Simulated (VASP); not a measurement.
An input for Quantum ESPRESSO's pw.x (written as the equivalent of a VASP run, and not itself run):

```
&CONTROL
  calculation = 'vc-relax'
  pseudo_dir = './pseudo'
  outdir = './out'
  tprnfor = .true.
  tstress = .true.
  nstep = 60
  forc_conv_thr = 0.00039
/
&SYSTEM
  ibrav = 0
  nat = 1
  ntyp = 1
  ecutwfc = 68
  occupations = 'smearing'
  smearing = 'gaussian'
  degauss = 0.003675
  input_dft = 'vdw-df-cx'
/
&ELECTRONS
  conv_thr = 7.3e-08
  electron_maxstep = 100
/
&IONS
/
&CELL
/
ATOMIC_SPECIES
  Sr 87.620 Sr.upf
CELL_PARAMETERS angstrom
    -0.0000000    2.9629335    2.9629335
     2.9629335    0.0000000    2.9629335
     2.9629335    2.9629335    0.0000000
ATOMIC_POSITIONS crystal
  Sr   0.0000000  0.0000000  0.0000000
K_POINTS automatic
  7 7 7 0 0 0
```

### Question
Translate this input to VASP (INCAR, KPOINTS, POSCAR, choice of POTCAR).

### Answer
Several could match; the one computed here: 
**POSCAR**
```
Sr
1
   -0.0000000000     2.9629335122     2.9629335122
    2.9629335122     0.0000000000     2.9629335122
    2.9629335122     2.9629335122     0.0000000000
Sr
1
Direct
  0.0000000000   0.0000000000   0.0000000000
```

INCAR:
```
SYSTEM = Sr
PREC = Accurate
ENCUT = 520
EDIFF = 1E-6
NELM = 100
ALGO = Normal
LREAL = .FALSE.
LASPH = .TRUE.
ISMEAR = 0
SIGMA = 0.05
GGA = CX
LUSE_VDW = .TRUE.
AGGAC = 0.0
LMAXMIX = 4
LWAVE = .FALSE.
LCHARG = .FALSE.
IBRION = 2
ISIF = 3
NSW = 60
EDIFFG = -0.01
```

### KPOINTS
```
Automatic mesh
0
Gamma
7 7 7
0 0 0
```

POTCAR, in this order: Sr_sv (PBE.64 set). Program: vasp_std.

The two are equivalent in intent, not identical: the potentials are each code's own (VASP's PAW set, PseudoDojo norm-conserving files in pw.x), so ENCUT and ecutwfc are chosen apart and not converted; conv_thr bounds pw.x's estimated SCF error, while EDIFF bounds the energy change between steps; forc_conv_thr acts on force components and is met together with etot_conv_thr.

The compound is Sr in the fcc structure. This run relaxes it. Symmetry was kept, so distortions that lower it aren't found. The start is the result of an earlier pass.
